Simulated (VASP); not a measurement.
Calculation: PBE GGA, VASP's PBE PAW potentials (set 64) (plane waves; VASP).

Input for VASP

**KPOINTS**
```
kpoints
0
G
3 3 3
0 0 0
```

**INCAR**
```
# general
SYSTEM   =  KZnI3
PREC     =  Accurate
ENCUT    =  300
LREAL    =  .FALSE.
LASPH    =  .TRUE.

# electronic loop
EDIFF    =  1E-6
NELM     =  100
ALGO     =  Normal
LMAXMIX  =  4

# smearing
ISMEAR   =  -1
SIGMA    =  0.1

# functional
GGA      =  PE

# ions
ISIF     =  2

# output
LWAVE    =  .FALSE.
LCHARG   =  .FALSE.
```

### POSCAR
```
KZnI3
1
    5.4231050000     0.0000000000     0.0000000000
    0.0000000000     5.4231050000     0.0000000000
    0.0000000000     0.0000000000     5.4231050000
K Zn I
1 1 3
Direct
 -0.0090270000   0.0073690000  -0.0009710000
  0.4905040000   0.4999730000   0.5059660000
  0.0024790000   0.4962650000   0.4967280000
  0.5121630000   0.4858980000   0.0014600000
  0.5038820000   0.0104940000   0.4968180000
```

POTCAR, in this order: K_sv Zn I (PBE.64 set). Program: vasp_std.

At this cut-off the stress carries a Pulay error, which pulls relaxed volumes low. Unless said otherwise, spin-orbit coupling is left out, though it shifts the bands of the heavy elements here.

Task: Predict the energy per atom (σ→0), pressure, largest force, band gap (on the k-mesh).

Result: 
| Property | Value |
|---|---|
| energy per atom (σ→0) | -2.024 eV/atom |
| band gap (on the k-mesh) | none (metal, semimetal or under 0.01 eV) |
| pressure | 5.88 GPa |
| largest force | 0.605 eV/Å |

OSZICAR:
```
...
DAV:   8    -0.101368683901E+02   -0.30649E-02   -0.21959E-02   928   0.103E+00    0.648E-01
DAV:   9    -0.101363827286E+02    0.48566E-03   -0.46269E-03   944   0.640E-01    0.118E-01
DAV:  10    -0.101364220660E+02   -0.39337E-04   -0.68996E-04  1064   0.357E-01    0.320E-02
DAV:  11    -0.101364570187E+02   -0.34953E-04   -0.14503E-04   928   0.117E-01    0.172E-02
DAV:  12    -0.101364656686E+02   -0.86499E-05   -0.36593E-05   968   0.368E-02    0.640E-03
DAV:  13    -0.101364640029E+02    0.16657E-05   -0.75938E-06  1056   0.362E-02    0.163E-03
DAV:  14    -0.101364639009E+02    0.10201E-06   -0.79106E-07   695   0.706E-03
   1 F= -.10136464E+02 E0= -.10119545E+02  d E =-.338385E-01
```

The structure was generated: KZnI3 was put into an ordered model structure, which need not be its known phase. The cell was not relaxed at this level, atoms are displaced from their ideal sites. The k-mesh is coarse (spacing up to 0.39 per Å, 2π included), so the numbers may not be converged in it.
